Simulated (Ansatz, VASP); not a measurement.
**Mo2H2CO2 (Mo2C(OH)2 MXene monolayer): VASP beside Ansatz**

Wanted: the spread between two codes on one cell, functional and k mesh. The cell is taken from a series of runs on this material, whose earlier steps may have relaxed, scaled, displaced or heated it; both programs get it as it stands.

Method: plane waves, with VASP 6.6.1 beside it; single point at PBE with D3(BJ), in Ansatz 0.2.0.

### 1. The structure

The cell holds 7 atoms: 2 H, 2 O, 2 Mo and 1 C. Its edges and angles: a = 2.926 Å, b = 2.926 Å, c = 25.445 Å, α = 90.0°, β = 90.0°, γ = 120.0°. Vacuum lies along c.

As a file:

```xyz
7
Lattice="2.9261 0.0000 0.0000 -1.4631 2.5341 0.0000 0.0000 0.0000 25.4449" Properties=species:S:1:pos:R:3
H     0.0000    1.6894    9.0000
H     1.4631    0.8447   16.4449
O     0.0000    1.6894    9.9795
O     1.4631    0.8447   15.4655
Mo    1.4631    0.8447   11.4282
Mo    0.0000    1.6894   14.0168
C     0.0000    0.0000   12.7225
```

### 2. VASP: single point, PBE with D3(BJ)

A single point gives forces, pressure and levels at one fixed geometry, so differences don't come from the geometry; what else differs is listed under the comparison.

Lines of VASP's logs that name or quote its potential files are left out, and so is its time.

The input, INCAR:

```
SYSTEM = Mo2H2CO2
PREC = Accurate
ENCUT = 520
EDIFF = 1E-06
NELM = 120
ISMEAR = -1
SIGMA = 0.02585
LREAL = .FALSE.
ALGO = Normal
GGA = PE
IVDW = 12
NBANDS = 30
LASPH = .TRUE.
LORBIT = 11
LWAVE = .FALSE.
LCHARG = .FALSE.
ISIF = 2
LDIPOL = .TRUE.
IDIPOL = 3
DIPOL = 0.5 0.5 0.5
LVHAR = .TRUE.
GGA_COMPAT = .FALSE.
NELMDL = -8
KPAR = 2
```

The input, POSCAR:

```
Mo2H2CO2
1.0
    2.9261397560      0.0000000000      0.0000000000
   -1.4630698780      2.5341113637      0.0000000000
    0.0000000000      0.0000000000     25.4449281165
H O Mo C
2 2 2 1
Direct
    0.3333333333      0.6666666667      0.3537050668
    0.6666666667      0.3333333333      0.6462949332
    0.3333333333      0.6666666667      0.3921990680
    0.6666666667      0.3333333333      0.6078009320
    0.6666666667      0.3333333333      0.4491332967
    0.3333333333      0.6666666667      0.5508667033
    0.0000000000      0.0000000000      0.5000000000
```

The input, KPOINTS:

```
Automatic mesh
0
Gamma
18 18 1
0 0 0
```

Potentials, in the order of the species: H, O, Mo_sv and C (PBE family, release 64).

Started as:

```sh
> mpirun -np 2 vasp_std
```

Numbers of over 12 decimals in the logs are rounded to 6 here.

Output:

```text
[banner, memory and clock lines left out]
running    2 mpi-ranks, on    1 nodes
 distrk:  each k-point on    1 cores,    2 groups
 distr:  one band on    1 cores,    1 groups

 POSCAR found type information on POSCAR H O MoC
 POSCAR found :  4 types and       7 ions
 LDA part: xc-table for (Slater+PW92), standard interpolation
 POSCAR, INCAR and KPOINTS ok, starting setup
 FFT: planning ... GRIDC
 FFT: planning ... GRID_SOFT
 FFT: planning ... GRID
 WAVECAR not read
 entering main loop
       N       E                     dE             d eps       ncg     rms          rms(c)
DAV:   1     0.418827869601E+03    0.41883E+03   -0.26542E+04  2732   0.133E+03
DAV:   2    -0.309701218312E+02   -0.44980E+03   -0.43690E+03  2808   0.365E+02
DAV:   3    -0.594729838993E+02   -0.28503E+02   -0.27547E+02  2688   0.879E+01
DAV:   4    -0.602864433787E+02   -0.81346E+00   -0.80046E+00  2874   0.143E+01
DAV:   5    -0.603011637178E+02   -0.14720E-01   -0.14669E-01  2740   0.175E+00
DAV:   6    -0.603015897759E+02   -0.42606E-03   -0.42597E-03  2860   0.275E-01
DAV:   7    -0.603016049103E+02   -0.15134E-04   -0.15134E-04  2866   0.435E-02
DAV:   8    -0.603016055283E+02   -0.61797E-06   -0.61802E-06  2470   0.789E-03    0.409E+01
DAV:   9    -0.521987702445E+02    0.81028E+01   -0.48982E+01  2392   0.390E+01    0.100E+01
DAV:  10    -0.516227714467E+02    0.57600E+00   -0.39780E+00  2654   0.139E+01    0.776E+00
DAV:  11    -0.514329929114E+02    0.18978E+00   -0.54759E-01  2684   0.428E+00    0.106E+00
DAV:  12    -0.514196715661E+02    0.13321E-01   -0.99670E-02  2598   0.165E+00    0.397E-01
DAV:  13    -0.514169363103E+02    0.27353E-02   -0.99503E-03  2748   0.613E-01    0.158E-01
DAV:  14    -0.514167579980E+02    0.17831E-03   -0.28646E-03  2824   0.350E-01    0.712E-02
DAV:  15    -0.514164163432E+02    0.34165E-03   -0.63061E-04  2810   0.117E-01    0.450E-02
DAV:  16    -0.514168463357E+02   -0.42999E-03   -0.67386E-04  2842   0.106E-01    0.347E-02
DAV:  17    -0.514170365829E+02   -0.19025E-03   -0.16428E-04  2758   0.752E-02    0.156E-02
DAV:  18    -0.514173264039E+02   -0.28982E-03   -0.25872E-04  2352   0.353E-02    0.858E-03
DAV:  19    -0.514173817281E+02   -0.55324E-04   -0.46064E-05  2708   0.203E-02    0.533E-03
DAV:  20    -0.514174143228E+02   -0.32595E-04   -0.17342E-05  2394   0.866E-03    0.348E-03
DAV:  21    -0.514174245824E+02   -0.10260E-04   -0.39870E-06  2046   0.499E-03    0.200E-03
DAV:  22    -0.514174339016E+02   -0.93192E-05   -0.34123E-06  2090   0.427E-03    0.118E-03
DAV:  23    -0.514174352077E+02   -0.13062E-05   -0.49616E-07  1842   0.186E-03    0.329E-04
DAV:  24    -0.514174356697E+02   -0.46191E-06   -0.12599E-07  1738   0.808E-04
   1 F= -.52860288E+02 E0= -.52855420E+02  d E =-.973644E-02
```

Parts of OUTCAR (step 2):

```text
ion  position               nearest neighbor table
   1  0.333  0.667  0.354-   3 0.98
   2  0.667  0.333  0.646-   4 0.98
   3  0.333  0.667  0.392-   1 0.98   5 2.23   5 2.23   5 2.23
   4  0.667  0.333  0.608-   2 0.98   6 2.23   6 2.23   6 2.23
   5  0.667  0.333  0.449-   7 2.13   7 2.13   7 2.13   3 2.23   3 2.23   3 2.23   6 3.09   6 3.09
                             6 3.09
   6  0.333  0.667  0.551-   7 2.13   7 2.13   7 2.13   4 2.23   4 2.23   4 2.23   5 3.09   5 3.09
                             5 3.09
   7  0.000  0.000  0.500-   5 2.13   6 2.13   6 2.13   5 2.13   5 2.13   6 2.13

  LATTYP: Found a hexagonal cell.
 ALAT       =     2.9261397560
 C/A-ratio  =     8.6957323430

 Subroutine GETGRP returns: Found 12 space group operations
 (whereof 12 operations were pure point group operations)

The static configuration has the point symmetry D_3d.

 Found     37 irreducible k-points:

   k-points           NKPTS =     37   k-points in BZ     NKDIM =     37   number of bands    NBANDS=     30

   dimension x,y,z NGX =    24 NGY =   24 NGZ =  192
   dimension x,y,z NGXF=    48 NGYF=   48 NGZF=  384

   ENCUT  =  520.0 eV  38.22 Ry    6.18 a.u.   5.44  5.44 47.31*2*pi/ulx,y,z

   NELECT =      46.0000    total number of electrons

 k-points in reciprocal lattice and weights: Automatic mesh
   0.00000000  0.00000000  0.00000000       0.003
   0.05555556 -0.00000000  0.00000000       0.019
   0.11111111 -0.00000000  0.00000000       0.019
   0.16666667 -0.00000000  0.00000000       0.019
   0.22222222 -0.00000000  0.00000000       0.019
   0.27777778  0.00000000  0.00000000       0.019
   0.33333333 -0.00000000  0.00000000       0.019
   0.38888889 -0.00000000  0.00000000       0.019
   0.44444444 -0.00000000  0.00000000       0.019
[...]
0.33333333  0.27777778  0.00000000       0.037
   0.33333333  0.33333333  0.00000000       0.006

 dipolmoment           0.000000      0.000000      0.000000 electrons x Angstroem

 average (electrostatic) potential at core
       1 -40.1585       2 -40.1585       3 -76.2354       4 -76.2354       5 -81.1030
       6 -81.1030       7 -53.8358

 E-fermi :   1.6735

 k-point     1 :       0.0000    0.0000    0.0000
  band No.  band energies     occupation
    ...
     19      -1.6150      2.00000
     20      -1.5049      2.00000
     21      -1.5049      2.00000
     22       0.0588      2.00000
     23       0.0588      2.00000
     24       1.7319      0.18904
     25       1.7396      0.14391
     26       1.7635      0.05977
     27       1.7635      0.05977
     28       2.0862      0.00000
    ...

 k-point     2 :       0.0556   -0.0000    0.0000
  band No.  band energies     occupation
    ...
     20      -1.5836      2.00000
     21      -1.4180      2.00000
     22      -0.0171      2.00000
     23       0.1399      2.00000
     24       1.6037      1.87410
     25       1.7131      0.35580
     26       1.7936      0.01904
     27       1.8551      0.00178
     28       2.1376      0.00000
     29       2.1378      0.00000
    ...

 k-point     3 :       0.1111   -0.0000    0.0000
  band No.  band energies     occupation
    ...
     21      -1.3030      2.00000
     22      -0.1939      2.00000
     23       0.3605      2.00000
     24       1.3921      1.99996
     25       1.6702      1.06333
     26       1.8800      0.00068
     27       2.1010      0.00000
     28       2.2799      0.00000
     29       2.3112      0.00000
     30       3.1272      0.00000

 Edisp (eV)   -1.44285

  Total      -0.02347    -0.02347     0.28666     0.00000     0.00000     0.00000
  in kB      -0.19925    -0.19925     2.43417     0.00000     0.00000     0.00000
  external pressure =        0.68 kB  Pullay stress =        0.00 kB

  energy-cutoff  :      520.00
  volume of cell :      188.68
      direct lattice vectors                 reciprocal lattice vectors
     2.926139756  0.000000000  0.000000000     0.341747177  0.197307824  0.000000000
    -1.463069878  2.534111364  0.000000000     0.000000000  0.394615649  0.000000000
     0.000000000  0.000000000 25.444928117     0.000000000  0.000000000  0.039300563

 POSITION                                       TOTAL-FORCE (eV/Angst)
 -----------------------------------------------------------------------------------
     -0.00000      1.68941      9.00000        -0.000000      0.000000     -0.087777
      1.46307      0.84470     16.44493        -0.000000      0.000000      0.087777
     -0.00000      1.68941      9.97948        -0.000000      0.000000      0.073920
      1.46307      0.84470     15.46545         0.000000     -0.000000     -0.073920
      1.46307      0.84470     11.42816        -0.000000      0.000000     -0.051657
     -0.00000      1.68941     14.01676         0.000000      0.000000      0.051657
      0.00000      0.00000     12.72246        -0.000000      0.000000      0.000000
 -----------------------------------------------------------------------------------
    total drift:                                0.000000     -0.000000      0.000000

  FREE ENERGIE OF THE ION-ELECTRON SYSTEM (eV)
  ---------------------------------------------------
  free  energy   TOTEN  =       -52.8602879388 eV

  energy  without entropy=      -52.8505515020  energy(sigma->0) =      -52.85541972

 vacuum level on the upper side and lower side of the slab         3.835         3.835

 total charge
# of ion       s       p       d       tot
------------------------------------------
    1        0.609   0.117   0.000   0.726
    2        0.609   0.117   0.000   0.726
    3        1.554   3.555   0.000   5.109
    4        1.554   3.555   0.000   5.109
    5        2.271   6.200   3.988  12.459
    6        2.271   6.200   3.988  12.459
    7        0.875   1.590   0.000   2.465
--------------------------------------------------
tot          9.743  21.334   7.977  39.053

[... 3 further parts left out ...]
```

(Part 1 of 2 ends here.)

[Lines on the potential files, build, host, timing and source positions are cut from VASP's logs without a mark.]

[Logs are printed without paths, hosts, clocks, repeated set-up lines and the standing remarks that a program may print on its own settings, such as how far it seeks lower states.]

[Hosts, paths, dates, database ids (printed as entryN), source tags and the programs' standing remarks are cut or masked in the printed files.]
